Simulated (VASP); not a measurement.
An input for Quantum ESPRESSO's pw.x (written as the equivalent of a VASP run, and not itself run):

```
&CONTROL
  calculation = 'vc-relax'
  pseudo_dir = './pseudo'
  outdir = './out'
  tprnfor = .true.
  tstress = .true.
  nstep = 40
  forc_conv_thr = 0.00078
/
&SYSTEM
  ibrav = 0
  nat = 2
  ntyp = 2
  ecutwfc = 84
  occupations = 'smearing'
  smearing = 'gaussian'
  degauss = 0.003675
  input_dft = 'pz'
/
&ELECTRONS
  conv_thr = 7.3e-08
  electron_maxstep = 100
/
&IONS
/
&CELL
/
ATOMIC_SPECIES
  Al 26.982 Al.upf
  N 14.007 N.upf
CELL_PARAMETERS angstrom
     0.0000000    2.1733896    2.1733896
     2.1733896    0.0000000    2.1733896
     2.1733896    2.1733896    0.0000000
ATOMIC_POSITIONS crystal
  Al   0.0000000  0.0000000  0.0000000
  N    0.2500000  0.2500000  0.2500000
K_POINTS automatic
  10 10 10 0 0 0
```

**Question.** Translate this input to VASP (INCAR, KPOINTS, POSCAR, choice of POTCAR).

**Answer.** Several could match; the one computed here: 
File POSCAR:
```
AlN
1.0
  0.0000000000   2.1733895804   2.1733895804
  2.1733895804   0.0000000000   2.1733895804
  2.1733895804   2.1733895804   0.0000000000
Al N
1 1
Cart
  0.0000000000   0.0000000000   0.0000000000
  1.0866947902   1.0866947902   1.0866947902
```

### INCAR
```
ENCUT = 620
EDIFFG = -0.02
ISMEAR = 0   # Gaussian
ALGO = Normal   # blocked Davidson
LCHARG = .FALSE.
SYSTEM = AlN
LWAVE = .FALSE.
PREC = Accurate
EDIFF = 1E-6   # SCF stop (eV)
LREAL = .FALSE.   # projection in real space or not
NELM = 100   # most electronic steps
NSW = 40
LASPH = .TRUE.   # aspherical one-centre terms
ISIF = 3
SIGMA = 0.05
IBRION = 2   # conjugate gradients
```

File KPOINTS:
```
Automatic mesh
0
Gamma
10 10 10
0 0 0
```

POTCAR, in this order: Al N (LDA.64 set). Program: vasp_std.

The two are equivalent in intent, not identical: the potentials are each code's own (VASP's PAW set, PseudoDojo norm-conserving files in pw.x), so ENCUT and ecutwfc are chosen apart and not converted; conv_thr bounds pw.x's estimated SCF error, while EDIFF bounds the energy change between steps; forc_conv_thr acts on force components and is met together with etot_conv_thr.

The compound is AlN in the zinc blende structure, a metastable form; wurtzite is the usual one. It was relaxed first.
